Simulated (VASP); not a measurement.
OSZICAR of a VASP run on VSe (relaxed from the CsCl type structure, space group Pm-3m):

File OSZICAR:
```
       N       E                     dE             d eps       ncg     rms          rms(c)
DAV:   1     0.129077708739E+03    0.12908E+03   -0.85752E+03  1456   0.123E+03
DAV:   2    -0.960666390775E+01   -0.13868E+03   -0.13653E+03  1496   0.369E+02
DAV:   3    -0.156917182108E+02   -0.60851E+01   -0.59884E+01  1915   0.730E+01
DAV:   4    -0.157833380320E+02   -0.91620E-01   -0.91583E-01  1526   0.808E+00
DAV:   5    -0.157842041825E+02   -0.86615E-03   -0.86612E-03  1820   0.807E-01    0.182E+01
DAV:   6    -0.148053690982E+02    0.97884E+00   -0.18063E+01  1769   0.457E+01    0.685E+00
DAV:   7    -0.141691814475E+02    0.63619E+00   -0.49869E+00  1646   0.246E+01    0.470E+00
DAV:   8    -0.141251614444E+02    0.44020E-01   -0.37018E-01  1546   0.641E+00    0.622E-01
DAV:   9    -0.141221060355E+02    0.30554E-02   -0.13489E-02  1601   0.160E+00    0.221E-01
DAV:  10    -0.141220005637E+02    0.10547E-03   -0.14528E-03  1630   0.469E-01    0.621E-02
DAV:  11    -0.141219817531E+02    0.18811E-04   -0.11434E-04  1686   0.123E-01    0.186E-02
DAV:  12    -0.141219782152E+02    0.35380E-05   -0.90681E-06  1541   0.316E-02    0.424E-03
DAV:  13    -0.141219780207E+02    0.19445E-06   -0.11260E-06   839   0.799E-03
   1 F= -.14121978E+02 E0= -.14121458E+02  d E =-.141220E+02
       N       E                     dE             d eps       ncg     rms          rms(c)
DAV:   1    -0.141446203071E+02   -0.22642E-01   -0.44730E-01  1524   0.963E+00    0.156E+00
DAV:   2    -0.141324829170E+02    0.12137E-01   -0.22512E-01  1555   0.564E+00    0.772E-01
DAV:   3    -0.141224850615E+02    0.99979E-02   -0.41700E-02  1550   0.228E+00    0.183E-01
DAV:   4    -0.141219374335E+02    0.54763E-03   -0.26529E-03  1496   0.500E-01    0.720E-02
DAV:   5    -0.141219284895E+02    0.89441E-05   -0.69950E-05  1708   0.855E-02    0.327E-02
DAV:   6    -0.141219248736E+02    0.36158E-05   -0.20011E-05  1536   0.535E-02    0.403E-03
DAV:   7    -0.141219245442E+02    0.32943E-06   -0.54469E-07   763   0.757E-03
   2 F= -.14121925E+02 E0= -.14121413E+02  d E =0.534765E-04
       N       E                     dE             d eps       ncg     rms          rms(c)
DAV:   1    -0.141285615329E+02   -0.66367E-02   -0.12403E-01  1529   0.510E+00    0.821E-01
DAV:   2    -0.141254146374E+02    0.31469E-02   -0.65409E-02  1566   0.304E+00    0.416E-01
DAV:   3    -0.141223831217E+02    0.30315E-02   -0.11833E-02  1547   0.122E+00    0.914E-02
DAV:   4    -0.141222368242E+02    0.14630E-03   -0.72201E-04  1456   0.238E-01    0.350E-02
DAV:   5    -0.141222331899E+02    0.36344E-05   -0.52121E-05  1696   0.729E-02    0.223E-02
DAV:   6    -0.141222293993E+02    0.37906E-05   -0.15487E-05  1561   0.459E-02    0.228E-03
DAV:   7    -0.141222295163E+02   -0.11704E-06   -0.33563E-07   728   0.600E-03
   3 F= -.14122230E+02 E0= -.14121714E+02  d E =-.251496E-03
```

Which electronic solver shows in the log?

It is blocked Davidson (ALGO = Normal, or the opening steps of other solvers). The INCAR had ALGO = Normal.

How was spin treated?

Without spin polarisation: there is no mag entry.

Can the final energy be trusted as converged?

The run converged. It stopped with EDIFF = 1E-6, NELM = 100, NSW = 60 and EDIFFG = -0.01 after 3 ionic steps (PBEsol GGA, plane waves, VASP's PBE PAW potentials (set 64)).

The structure was generated: VSe was put into the CsCl type type (Pm-3m), which need not be its known phase. This run relaxes it. Symmetry was kept, so distortions that lower it aren't found. The start is the result of an earlier pass. The run is not spin-polarised, so no magnetic state was tried. The electron count is odd and the run is not spin-polarised, which forces a metal.
